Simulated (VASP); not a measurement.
# A VASP study of Nb3Sn (PBEsol): structure first, properties next

What structure does Nb3Sn take at this level, and what are its properties? The steps: full relaxation (PBEsol), second relaxation, single point with fields (PBEsol), bands along the symmetry lines (PBEsol), density of states (PBEsol), zone-centre phonons (PBEsol), optical spectrum (PBEsol), volume scan with PBEsol, fit for PBEsol and band structure (PBEsol), changed input. The start is a cell from a database of measured crystal structures.

Method: PBEsol; plane waves and PAW (Nb_sv, Sn_d), in VASP 6.6.1.

Report form: the programs' logs are mostly left out.

## 1. The structure

Before any relaxation, the start is as follows. Symmetry: Pm-3n, No. 223, cubic system. The conventional cell has a = 5.282 Å, b = 5.282 Å, c = 5.282 Å, α = 90.00°, β = 90.00°, γ = 90.00°. Nearest to Nb lie 2 Nb at 2.64 Å and 4 Sn at 2.95 Å. Nearest to Sn lie 12 Nb at 2.95 Å. Farther neighbours are not listed.

As a file:

```
Nb Sn
1.0
     5.28210    0.00000    0.00000
     0.00000    5.28210    0.00000
     0.00000    0.00000    5.28210
Nb Sn
6 2
Direct
  0.25000 0.00000 0.50000
  0.50000 0.75000 0.00000
  0.75000 0.00000 0.50000
  0.50000 0.25000 0.00000
  0.00000 0.50000 0.75000
  0.00000 0.50000 0.25000
  0.00000 0.00000 0.00000
  0.50000 0.50000 0.50000
```

## 2. Full relaxation (PBEsol)

Properties are meant for the cell that this level of theory prefers, so cell and atoms are relaxed first (ISIF = 3) until forces and stress are small; EDIFFG sets the threshold. PBEsol restores the gradient expansion of exchange and is tuned for the cells of solids.

Contents of INCAR:

```
SYSTEM = Nb3Sn
PREC = Accurate
ENCUT = 400
EDIFF = 1E-06
NELM = 100
ISMEAR = 1
SIGMA = 0.2
LREAL = .FALSE.
ALGO = Normal
GGA = PS
NBANDS = 65
LASPH = .TRUE.
LORBIT = 11
LWAVE = .FALSE.
LCHARG = .FALSE.
KPAR = 4
IBRION = 2
NSW = 60
ISIF = 3
EDIFFG = -0.01
```

Contents of POSCAR:

```
Nb3Sn
1.0
    5.2821000000      0.0000000000      0.0000000000
    0.0000000000      5.2821000000      0.0000000000
    0.0000000000      0.0000000000      5.2821000000
Nb Sn
6 2
Direct
    0.2500000000      0.0000000000      0.5000000000
    0.5000000000      0.7500000000      0.0000000000
    0.7500000000      0.0000000000      0.5000000000
    0.5000000000      0.2500000000      0.0000000000
    0.0000000000      0.5000000000      0.7500000000
    0.0000000000      0.5000000000      0.2500000000
    0.0000000000      0.0000000000      0.0000000000
    0.5000000000      0.5000000000      0.5000000000
```

Contents of KPOINTS:

```
Automatic mesh
0
Gamma
4 4 4
0 0 0
```

PAW data sets: Nb_sv and Sn_d (PBE family, release 64).

On the command line:

```
$ mpirun -np 4 vasp_std
```

The job ended after 76 s (4 MPI ranks of AMD EPYC 7R32 (Zen 2), shared host; peak memory 0.85 GiB; 4.5 min of CPU time).

The k-mesh is coarse for a metal. The PAW data sets were made with PBE, which is usual practice but a small mismatch for other functionals. The run keeps the 48 symmetry operations of its start, so it cannot find a distortion of lower symmetry.

Relaxation path:

| step | energy less that of the first step (eV) | largest force (eV/Å) | pressure (GPa) | volume (Å³) |
| --- | --- | --- | --- | --- |
| 1 | 0.0000 | 0.0000 | -3.18 | 147.37 |
| 2 | 0.0724 | 0.0000 | 6.64 | 139.71 |
| 3 | -0.0273 | 0.0000 | -0.04 | 144.69 |

| conventional cell, symmetrised | before | after | change |
| --- | --- | --- | --- |
| a (Å) | 5.282 | 5.250 | -0.6 % |
| b (Å) | 5.282 | 5.250 | -0.6 % |
| c (Å) | 5.282 | 5.250 | -0.6 % |
| volume (Å³/atom) | 18.42 | 18.09 | -1.8 % |

Final coordinates:

```cif
data_structure
_symmetry_space_group_name_H-M 'P 1'
_symmetry_Int_Tables_number 1
_cell_length_a 5.2499
_cell_length_b 5.2499
_cell_length_c 5.2499
_cell_angle_alpha 90.000
_cell_angle_beta 90.000
_cell_angle_gamma 90.000
_cell_volume 144.69
loop_
_atom_site_label
_atom_site_type_symbol
_atom_site_fract_x
_atom_site_fract_y
_atom_site_fract_z
_atom_site_occupancy
Nb1 Nb 0.25000 0.00000 0.50000 1
Nb2 Nb 0.50000 0.75000 0.00000 1
Nb3 Nb 0.75000 0.00000 0.50000 1
Nb4 Nb 0.50000 0.25000 0.00000 1
Nb5 Nb 0.00000 0.50000 0.75000 1
Nb6 Nb 0.00000 0.50000 0.25000 1
Sn7 Sn 0.00000 0.00000 0.00000 1
Sn8 Sn 0.50000 0.50000 0.50000 1
```

This step gave:

- electrons: 106
- bands: 65
- irreducible k-points: 10
- symmetry operations: 48
- free energy (TOTEN): -75.9772 eV
- energy at zero smearing: -75.9657 eV
- Fermi energy: 11.59 eV
- pressure: -0.04157 GPa
- metallic: yes
- SCF cycles over all ionic steps: 35

It ends with forces that vanish by symmetry and a pressure of -0.04 GPa. The volume lies -1.8 % from that of the database's start, which holds the thermal and zero-point expansion of its experiment.

## 3. Second relaxation

The basis stayed that of the start cell while the cell moved. A rerun from the cell reached resets it; the error of the finite cutoff stays.

INCAR is that of step 2.

POSCAR: that of step 2 with these lines changed.

```diff
@@ -2,5 +2,5 @@
 1.0
-    5.2821000000      0.0000000000      0.0000000000
-    0.0000000000      5.2821000000      0.0000000000
-    0.0000000000      0.0000000000      5.2821000000
+    5.2498892567      0.0000000000      0.0000000000
+    0.0000000000      5.2498892567      0.0000000000
+    0.0000000000      0.0000000000      5.2498892567
 Nb Sn
```

KPOINTS is that of step 2.

On the command line:

```
$ mpirun -np 4 vasp_std
```

Wall time 28 s (4 MPI ranks); peak memory 0.81 GiB.

Little changed from the start: no atom moved by 0.005 Å and no cell edge by 0.1 %.

Numbers from this step:

```
free energy (TOTEN)             : -75.9662 eV
energy at zero smearing         : -75.9546 eV
pressure                        : -0.06261 GPa
SCF cycles over all ionic steps : 13
```

It ends with forces that vanish by symmetry and a pressure of -0.06 GPa. The volume moved by under 0.01 %: the run met its threshold at the first step.

## 4. Single point with fields (PBEsol)

The relaxed cell gets a fresh self-consistent run, on a basis set for its own volume, to fix the density and to check the remaining stress.

INCAR: that of step 3 with these lines changed.

```diff
@@ -14,7 +14,5 @@
 LWAVE = .FALSE.
-LCHARG = .FALSE.
-KPAR = 4
-IBRION = 2
-NSW = 60
-ISIF = 3
-EDIFFG = -0.01
+LCHARG = .TRUE.
+ISIF = 2
+LELF = .TRUE.
+LVHAR = .TRUE.
```

POSCAR is that of step 3.

KPOINTS is that of step 3.

On the command line:

```
$ mpirun -np 4 vasp_std
```

Elapsed: 27 s, on 4 MPI ranks; peak memory 0.47 GiB; 94 s of CPU time.

This step gave:

```yaml
scf_cycles: 13
bands: 68
pressure: -0.06933 GPa
```

Valence electrons inside each PAW sphere by angular momentum. Sphere charges, by row:

| atom | s (e) | p (e) | d (e) | tot (e) |
| --- | --- | --- | --- | --- |
| Nb1 | 2.187 | 6.001 | 2.547 | 10.73 |
| Nb2 | 2.187 | 6.001 | 2.547 | 10.73 |
| Nb3 | 2.187 | 6.001 | 2.547 | 10.73 |
| Nb4 | 2.187 | 6.001 | 2.547 | 10.73 |
| Nb5 | 2.187 | 6.001 | 2.547 | 10.73 |
| Nb6 | 2.187 | 6.001 | 2.547 | 10.73 |
| Sn7 | 1.089 | 1.478 | 10.07 | 12.63 |
| Sn8 | 1.089 | 1.478 | 10.07 | 12.63 |

ELF in the ac plane at fractional y = 0.000, with atoms of Nb and Sn within 0.2 Å of it. It is the smooth field of the valence electrons, not physical close to the nuclei.

Ten even steps from '_' (0.07) to '@' (0.71), each cell a mean:
```
__..++++++--------==++++--__
--==++++**++======++**++++--
++======++++******++======++
++--....::--**##++::....::==
--..==**++----==::==**++::::
--==%%@@@@**----==%%@@@@##--
--##@@@@@@%%==--##@@@@@@@@==
--**@@@@@@%%==--**@@@@@@%%==
--::**@@%%==------**%%%%==::
==::..--::::++**--::--::..--
++==--::--++**##**==--::--==
++++==++**++++++++++**++++++
__--++++++==------==++++==..
____++++==--------==++++--__
```
Columns run along a (5.2 Å), rows up along c (5.2 Å). Atoms in or near the plane, at fractional coordinates: Nb at (0.25, 0.50), Nb at (0.75, 0.50), Sn at (0.00, 0.00).

Electrostatic potential energy in the ac plane at fractional y = 0.000, with atoms of Nb and Sn within 0.2 Å of it. With pseudopotentials it is smooth inside the atoms' cores, unlike the true potential.

Values in eV, 14 rows by 14 columns, each cell a mean:
```
-78 -71 -29  -3   0  -2  -4  -5  -3  -1  -1 -11 -52 -78
-59 -39 -11  -1   1   0  -1  -1   0   1   1  -3 -24 -52
-14  -7  -2   0   1   2   1   1   2   1   1  -1  -4 -11
 -2  -2  -4  -5  -3  -1   1   2   1  -2  -4  -4  -3  -2
 -2  -6 -21 -32 -28 -12  -2   0  -5 -20 -32 -29 -13  -3
 -4 -21 -50 -64 -60 -36  -9  -4 -20 -50 -64 -60 -37  -9
 -6 -32 -64 -76 -72 -50 -16  -7 -31 -64 -76 -73 -51 -15
 -5 -27 -59 -72 -68 -45 -13  -6 -27 -59 -72 -68 -46 -12
 -3 -12 -36 -50 -45 -24  -5  -2 -12 -35 -50 -45 -24  -5
 -1  -3  -9 -15 -12  -4   0   1  -1  -8 -14 -13  -5  -2
 -4  -3  -2  -1   0   1   2   2   1   0  -1  -2  -2  -4
-35 -21  -5   0   1   1   1   0   1   1   1  -1 -11 -29
-75 -59 -21  -2   0  -1  -3  -3  -2   0   0  -7 -39 -71
-78 -75 -35  -4  -1  -2  -5  -5  -4  -1  -1 -14 -59 -78
```
Columns run along a (5.2 Å; values clipped at the 3rd and 97th percentile), rows up along c (5.2 Å). Atoms in or near the plane, at fractional coordinates: Nb at (0.25, 0.50), Nb at (0.75, 0.50), Sn at (0.00, 0.00).

Valence density in the ac plane at fractional y = 0.000, with atoms of Nb and Sn within 0.2 Å of it. It is the smooth field of the valence electrons, not physical close to the nuclei.

Values in e/Å³, 14 rows by 14 columns, each cell a mean:
```
 9  4  1  0  0  0  0  0  0  0  0  0  2  7
 3  1  0  0  0  0  0  0  0  0  0  0  1  2
 1  0  0  0  0  0  0  0  0  0  0  0  0  0
 0  0  0  0  0  0  0  0  0  0  0  0  0  0
 0  0  1  1  1  1  0  0  0  1  1  1  1  0
 0  1  3  4  4  2  1  0  1  3  4  4  2  0
 0  1  4  7  6  3  1  0  1  4  7  6  3  1
 0  1  4  6  5  2  1  0  1  4  6  5  2  1
 0  1  2  3  2  1  0  0  1  2  3  2  1  0
 0  0  0  1  1  0  0  0  0  0  1  1  0  0
 0  0  0  0  0  0  0  0  0  0  0  0  0  0
 1  1  0  0  0  0  0  0  0  0  0  0  0  1
 6  3  1  0  0  0  0  0  0  0  0  0  1  4
11  6  1  0  0  0  0  0  0  0  0  1  3  9
```
Columns run along a (5.2 Å), rows up along c (5.2 Å). Atoms in or near the plane, at fractional coordinates: Nb at (0.25, 0.50), Nb at (0.75, 0.50), Sn at (0.00, 0.00).

In this run the pressure is -0.07 GPa, small enough to go on.

## 5. Bands along the symmetry lines (PBEsol)

Levels along the symmetry lines show where the bands peak and cross; KPOINTS_OPT computes them in the converged potential.

Contents of INCAR:

```
SYSTEM = Nb3Sn
PREC = Accurate
ENCUT = 400
EDIFF = 1E-06
NELM = 100
ISMEAR = 1
SIGMA = 0.2
LREAL = .FALSE.
ALGO = Normal
GGA = PS
NBANDS = 77
LASPH = .TRUE.
LORBIT = 11
LWAVE = .FALSE.
LCHARG = .FALSE.
KPAR = 4
```

POSCAR is that of step 4.

KPOINTS is that of step 4.

Contents of KPOINTS_OPT:

```
Line mode
12
Line-mode
Reciprocal
  0.00000000   0.00000000   0.00000000 GAMMA
  0.00000000   0.50000000   0.00000000 X

  0.00000000   0.50000000   0.00000000 X
  0.50000000   0.50000000   0.00000000 M

  0.50000000   0.50000000   0.00000000 M
  0.00000000   0.00000000   0.00000000 GAMMA

  0.00000000   0.00000000   0.00000000 GAMMA
  0.50000000   0.50000000   0.50000000 R

  0.50000000   0.50000000   0.50000000 R
  0.00000000   0.50000000   0.00000000 X

  0.50000000   0.50000000   0.00000000 M
  0.50000000   0.50000000   0.50000000 R
```

On the command line:

```
$ mpirun -np 4 vasp_std
```

It took 2.9 min on 4 MPI ranks; peak memory 1 GiB.

Spin-orbit coupling is off here; with elements this heavy it splits and shifts levels by tenths of an eV or more.

Numbers from this step:

| Item | Value |
| --- | --- |
| bands | 77 |
| pressure | -0.06022 GPa |

Electronic bands along the path, in eV, zero at the Fermi level; # counts the bands kept:

| point | #17 | #18 | #19 | #20 | #21 | #22 | #23 | #24 |
| --- | --- | --- | --- | --- | --- | --- | --- | --- |
| Γ | -0.58 | -0.58 | -0.09 | -0.09 | 2.41 | 2.41 | 2.41 | 2.54 |
| 0.55 of the way | -0.57 | -0.57 | -0.02 | -0.02 | 1.59 | 2.21 | 2.21 | 2.95 |
| X | -0.89 | -0.89 | -0.39 | -0.39 | 1.54 | 1.54 | 2.21 | 2.21 |
| 0.45 of the way | -0.51 | -0.47 | -0.20 | -0.18 | 1.22 | 1.43 | 1.50 | 1.80 |
| M | 0.13 | 0.13 | 0.19 | 0.57 | 0.62 | 0.62 | 0.76 | 0.87 |
| 0.45 of the way | -0.45 | -0.34 | -0.26 | 0.08 | 1.14 | 1.63 | 1.98 | 2.11 |
| Γ | -0.58 | -0.58 | -0.09 | -0.09 | 2.41 | 2.41 | 2.41 | 2.54 |
| 0.45 of the way | -0.53 | -0.37 | -0.16 | -0.16 | 1.19 | 1.19 | 2.32 | 2.32 |
| R | -0.01 | -0.01 | 0.11 | 0.11 | 0.11 | 0.11 | 0.11 | 0.11 |
| 0.45 of the way | -0.30 | -0.30 | 0.01 | 0.01 | 0.55 | 0.55 | 1.15 | 1.15 |
| X | -0.89 | -0.89 | -0.39 | -0.39 | 1.54 | 1.54 | 2.21 | 2.21 |
| jump to M | 0.13 | 0.13 | 0.19 | 0.57 | 0.62 | 0.62 | 0.76 | 0.87 |
| 0.45 of the way | -0.04 | 0.08 | 0.08 | 0.20 | 0.24 | 0.60 | 0.60 | 0.86 |
| R | -0.01 | -0.01 | 0.11 | 0.11 | 0.11 | 0.11 | 0.11 | 0.11 |

Of the projections kept (Nb, Sn), the largest for each band there; the rest of the weight can lie on other orbitals:

| point | #17 | #18 | #19 | #20 | #21 | #22 | #23 | #24 |
| --- | --- | --- | --- | --- | --- | --- | --- | --- |
| Γ | Nb 0.95 | Nb 0.95 | Nb 0.99 | Nb 0.99 | Nb 1.00 | Nb 1.00 | Nb 1.00 | Sn 0.59 |
| X | Nb 0.97 | Nb 0.97 | Nb 0.95 | Nb 0.95 | Nb 0.96 | Nb 0.96 | Nb 0.98 | Nb 0.98 |
| M | Nb 1.00 | Nb 1.00 | Nb 0.71 | Nb 0.95 | Nb 0.95 | Nb 0.95 | Nb 0.96 | Nb 0.86 |
| Γ | Nb 0.95 | Nb 0.95 | Nb 0.99 | Nb 0.99 | Nb 1.00 | Nb 1.00 | Nb 1.00 | Sn 0.59 |
| R | Nb 0.93 | Nb 0.93 | Nb 0.94 | Nb 0.94 | Nb 0.94 | Nb 0.94 | Nb 0.94 | Nb 0.94 |
| X | Nb 0.97 | Nb 0.97 | Nb 0.95 | Nb 0.95 | Nb 0.96 | Nb 0.96 | Nb 0.98 | Nb 0.98 |

There is no gap at this level.

## 6. Density of states (PBEsol)

Here the states are counted by energy and projected on the atoms. The mesh is finer than in the run before.

INCAR: that of step 5 with these lines changed.

```diff
@@ -5,3 +5,3 @@
 NELM = 100
-ISMEAR = 1
+ISMEAR = -5
 SIGMA = 0.2
@@ -16 +16,2 @@
 KPAR = 4
+NEDOS = 2001
```

POSCAR is that of step 5.

Contents of KPOINTS:

```
Automatic mesh
0
Gamma
6 6 6
0 0 0
```

On the command line:

```
$ mpirun -np 4 vasp_std
```

It took 50 s on 4 MPI ranks; peak memory 0.99 GiB.

The DOS at the Fermi level is high for the number of transition-metal atoms. It is one value on this mesh and may be a narrow spike; if it stands, a magnetic instability is possible, which a run without spin can't show. With tetrahedra the forces and stress of a metal are not exact derivatives of the energy.

Numbers from this step:

```
irreducible k-points   : 20
free energy (TOTEN)    : -75.9252 eV
Fermi energy           : 11.55 eV
pressure               : 0.1294 GPa
DOS at the Fermi level : 17.80 states/eV/cell
```

The density of states has structure finer than the step of the table below, so its rows give means over 1 eV, whole bins alone (the curve runs from -12.0 to 2.37 eV). Peaks (eV: height): total -8.0: 11.2, -1.8: 15.8, -0.5: 17.3, 0.0: 17.9; Nb d -1.8: 8.27, -1.2: 5.62, -0.5: 9.40, 0.0: 10.0; Sn p -4.4: 1.58, -3.5: 1.64, -2.7: 1.56, -2.0: 0.531; Nb p -8.0: 0.317, -1.8: 0.521, -0.5: 0.530, 0.0: 0.699; Nb s -4.4: 1.14, -3.5: 0.480, -1.8: 0.255, -1.2: 0.218.

States under -12.0 eV and over 2.4 eV are left out. Density of states against energy, zero at the Fermi level; means over each step; values in states/eV/cell:

| energy (eV) | total | Nb d | Sn p | Nb p | Nb s | Sn s |
| --- | --- | --- | --- | --- | --- | --- |
| -10 | 0 | 0 | 0 | 0 | 0 | 0 |
| -9 | 0.625 | 0.0114 | 0.00194 | 0.00973 | 0.0497 | 0.288 |
| -8 | 3.38 | 0.210 | 0.00452 | 0.0977 | 0.0815 | 1.79 |
| -7 | 0 | 0 | 0 | 0 | 0 | 0 |
| -6 | 0 | 0 | 0 | 0 | 0 | 0 |
| -5 | 0.840 | 0.122 | 0.147 | 0.0168 | 0.105 | 0.0121 |
| -4 | 4.19 | 0.817 | 0.747 | 0.102 | 0.422 | 0.0407 |
| -3 | 7.18 | 2.39 | 1.34 | 0.190 | 0.220 | 0.00525 |
| -2 | 8.89 | 4.62 | 0.395 | 0.259 | 0.174 | 0.0177 |
| -1 | 6.68 | 3.72 | 0.152 | 0.194 | 0.0890 | 0.0145 |
| 0 | 8.58 | 4.79 | 0.198 | 0.296 | 0.0647 | 0.0198 |
| 1 | 4.00 | 2.67 | 0.0782 | 0.0942 | 0.0151 | 0.00481 |

The finer mesh and the other smearing move the Fermi level by -0.04 eV from the 4×4×4 run, a small shift, which tests the Fermi level alone. Of the states within 0.3 eV of the Fermi level, the largest shares in the PAW spheres are Nb d 56 %. The rest lies in smaller channels or between the spheres.

## 7. Zone-centre phonons (PBEsol)

Zone-centre modes test whether the atoms sit at a minimum within this cell. IBRION = 8 takes the force constants from linear response, which needs tightly converged orbitals.

Contents of INCAR:

```
SYSTEM = Nb3Sn
PREC = Accurate
ENCUT = 400
EDIFF = 1E-08
NELM = 100
ISMEAR = 1
SIGMA = 0.2
LREAL = .FALSE.
ALGO = Normal
GGA = PS
NBANDS = 65
LASPH = .TRUE.
LORBIT = 11
LWAVE = .FALSE.
LCHARG = .FALSE.
KPAR = 4
IBRION = 8
ISIF = 2
```

POSCAR is that of step 6.

KPOINTS is that of step 6.

On the command line:

```
$ mpirun -np 4 vasp_std
```

Wall time 26 min (4 MPI ranks); peak memory 3.7 GiB; 1.5 h of CPU time.

Energies printed during the response cycles are not total energies of the cell.

Numbers from this step:

* bands: 65
* pressure of the cell: 0.2277 GPa
* largest force of the cell: 0 eV/Å
* Fermi energy: 11.57 eV

The modes at Γ (shares of kinetic energy by element, %):

| mode | frequency (cm⁻¹) | symmetry | Nb % | Sn % |
| --- | --- | --- | --- | --- |
| 1 | -0.2 | acoustic | 70 | 30 |
| 2 | -0.2 | acoustic | 70 | 30 |
| 3 | -0.2 | acoustic | 70 | 30 |
| 4 | 96.7 | T2u | 44 | 56 |
| 5 | 96.7 | T2u | 44 | 56 |
| 6 | 96.7 | T2u | 44 | 56 |
| 7 | 110.3 | A2g | 100 | 0 |
| 8 | 121.1 | T1g | 100 | 0 |
| 9 | 121.1 | T1g | 100 | 0 |
| 10 | 121.1 | T1g | 100 | 0 |
| 11 | 121.8 | Eg | 100 | 0 |
| 12 | 121.8 | Eg | 100 | 0 |
| 13 | 142.7 | T1u | 82 | 18 |
| 14 | 142.7 | T1u | 82 | 18 |
| 15 | 142.7 | T1u | 82 | 18 |
| 16 | 143.0 | T2g | 100 | 0 |
| 17 | 143.0 | T2g | 100 | 0 |
| 18 | 143.0 | T2g | 100 | 0 |
| 19 | 200.2 | T1u | 48 | 52 |
| 20 | 200.2 | T1u | 48 | 52 |
| 21 | 200.2 | T1u | 48 | 52 |
| 22 | 215.5 | T2u | 56 | 44 |
| 23 | 215.5 | T2u | 56 | 44 |
| 24 | 215.5 | T2u | 56 | 44 |

Displacements in mode 5 (96.7 cm⁻¹), the largest set to 1:
```
Nb1  0.00  0.27  0.71
Nb2  0.10  0.00 -0.71
Nb3  0.00  0.27  0.71
Nb4  0.10  0.00 -0.71
Nb5 -0.10 -0.27  0.00
Nb6 -0.10 -0.27  0.00
Sn7  0.14 -0.37  1.00
Sn8 -0.14  0.37 -1.00
```

Displacements in mode 21 (200.2 cm⁻¹), the largest set to 1:
```
Nb1 -0.03 -0.06  0.75
Nb2  0.09  0.02  0.75
Nb3 -0.03 -0.06  0.75
Nb4  0.09  0.02  0.75
Nb5  0.09 -0.06 -0.22
Nb6  0.09 -0.06 -0.22
Sn7 -0.12  0.08 -1.00
Sn8 -0.12  0.08 -1.00
```

The three acoustic modes lie within 0.2 cm⁻¹ of zero, and all others are real. By the characters of their eigenvectors the optical modes sort into (cm⁻¹) Raman active: Eg 122, T2g 143; infrared active: T1u 143, T1u 200; silent: T2u 97, A2g 110, T1g 121, T2u 215. With a centre of inversion no mode is active in both.

## 8. Optical spectrum (PBEsol)

LOPTICS sums transitions from filled to empty bands. NBANDS is raised for it.

Contents of INCAR:

```
SYSTEM = Nb3Sn
PREC = Accurate
ENCUT = 400
EDIFF = 1E-06
NELM = 100
ISMEAR = 1
SIGMA = 0.2
LREAL = .FALSE.
ALGO = Normal
GGA = PS
NBANDS = 117
LASPH = .TRUE.
LORBIT = 11
LWAVE = .FALSE.
LCHARG = .FALSE.
KPAR = 4
LOPTICS = .TRUE.
NEDOS = 1500
CSHIFT = 0.1
```

POSCAR is that of step 7.

KPOINTS is that of step 7.

On the command line:

```
$ mpirun -np 4 vasp_std
```

Elapsed: 83 s, on 4 MPI ranks; peak memory 1.9 GiB; 5.2 min of CPU time.

These are independent-particle spectra without excitons or local fields, and fine structure depends on the mesh and on CSHIFT. The intraband (Drude) part is not in this spectrum.

This step gave:

```
bands                   : 117
free energy (TOTEN)     : -75.9421 eV
energy at zero smearing : -75.9292 eV
pressure                : 0.2241 GPa
```

The imaginary dielectric function, xx has structure finer than the step of the table below, so its rows give means over 1 eV, whole bins alone (the curve runs from 0 to 25.0 eV). Peaks (eV: height): 0.3: 134.

The imaginary dielectric function, xx by photon energy; means over each step:

photon energy (eV), imaginary dielectric function, xx and a bar:
```
        1         39 ##############################
        2         25 ###################
        3         21 ################
        4         15 ###########
        5         10 ########
        6          9 #######
        7          7 #####
        8          6 ####
        9          4 ###
       10          3 ##
       11          3 ##
       12          2 #
       13          2 #
       14          1 #
       15          1 #
       16          1 
       17          1 
       18          0 
       19          0 
       20          0 
       21          0 
       22          0 
       23          0 
       24          0
```

Real dielectric function, xx against photon energy:

| photon energy (eV) | real dielectric function, xx |
| --- | --- |
| 0 | 225 |
| 1 | 21.3 |
| 2 | 7.11 |
| 3 | 0.864 |
| 4 | -3.09 |
| 5 | -1.45 |
| 6 | -1.87 |
| 7 | -2.73 |
| 8 | -3.68 |
| 9 | -2.66 |
| 10 | -2.09 |
| 11 | -1.91 |
| 12 | -1.62 |
| 13 | -1.34 |
| 14 | -1.21 |
| 15 | -0.862 |
| 16 | -0.523 |
| 17 | -0.470 |
| 18 | -0.190 |
| 19 | -0.0828 |
| 20 | 0.0614 |
| 21 | 0.215 |
| 22 | 0.383 |
| 23 | 0.509 |
| 24 | 0.482 |

[end of part 1 of 2]

[Lines on the potential files, build, host, timing and source positions are cut from VASP's logs without a mark.]

[Logs are printed without paths, hosts, clocks, repeated set-up lines and the standing remarks that a program may print on its own settings, such as how far it seeks lower states.]

[Hosts, paths, dates, database ids (printed as entryN), source tags and the programs' standing remarks are cut or masked in the printed files.]

[A measured line is paired with the nearest computed mode of its activity, which favours agreement.]
